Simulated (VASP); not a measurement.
Wanted: the native input for a VASP 6.6.1 run.

- Task: single point
- Functional: PBE
- Potentials or basis: VASP PAW PBE potentials, release 64 (Cs_sv, Pt)
- Cutoff: 520 eV
- k mesh: 9 × 9 × 5
- Occupations: fermi-dirac, width 0.05 eV
- Spin: no spin polarisation
- Further INCAR settings: ALGO = Normal; EDIFF = 1e-07; NBANDS = 16

The structure of CsPt lies in POSCAR:

```
CsPt
1.0
    3.4369900000      0.0000000000      0.0000000000
   -1.7184900000      2.9765200000      0.0000000000
    0.0000000000      0.0000000000      5.5814300000
Cs Pt
1 1
Direct
    0.0000000000      0.0000000000      0.0000000000
    0.3333300000      0.6666700000      0.5000000000
```

The cell was built by a generator and needn't be a form met in nature.

The input as run:

INCAR

```
PREC     = Accurate       # precision mode
ENCUT    = 520            # plane-wave cutoff, eV
EDIFF    = 1E-7           # SCF threshold, eV
ISMEAR   = -1             # smearing method
SIGMA    = 0.05           # smearing width, eV
LREAL    = False          # projectors in reciprocal space
LASPH    = True           # aspherical terms in the spheres
NELM     = 80             # most SCF steps
ALGO     = Normal         # electronic algorithm
ISIF     = 2              # what is computed and relaxed
LWAVE    = False          # write WAVECAR
LCHARG   = True           # write CHGCAR
GGA      = PE             # functional
LELF     = True           # ELF
LVHAR    = True         
NBANDS   = 16             # bands
```

KPOINTS

```
regular mesh
0
Gamma
  9 9 5
```

Potentials or basis: VASP PAW PBE potentials, release 64 (Cs_sv, Pt).

Run with:

```bash
$ cat potpaw_PBE.64/Cs_sv/POTCAR potpaw_PBE.64/Pt/POTCAR > POTCAR
$ mpirun -np 1 vasp_std > vasp.out
```

Results of the run:

```
Pressure               : 0.4 GPa
Band gap on the k mesh : none (metal or under the smearing width)
```

Run time: 30 s on 1 thread of Intel(R) Xeon(R) Platinum 8559C (Emerald Rapids) (shared host), peak memory 0.22 GiB.
